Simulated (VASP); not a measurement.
Calculation: r2SCAN meta-GGA, VASP's PBE PAW potentials (set 64) (plane waves; VASP). For the first row: Numerical set-up: 400 eV cut-off, 9×9×9 Γ-centred mesh, tetrahedra with Blöchl corrections, potentials Se Sn_d.

```json
[
 {"system": "SnSe (relaxed from the rocksalt structure, space group Fm-3m)", "energy (eV/atom)": "-19.9365"},
 {"system": "Se (trig)", "energy (eV/atom)": "-14.3080"},
 {"system": "Sn (beta)", "energy (eV/atom)": "-24.6218"}
]
```

The references are the elements' solids at the same level; no temperature or zero-point terms are added.

### Question
What is the formation energy per atom of SnSe?

### Answer
The references average (1×(-14.3080) + 1×(-24.6218))/2 = -19.4649 eV, so the formation energy is -19.9365 − (-19.4649) = -0.472 eV/atom.
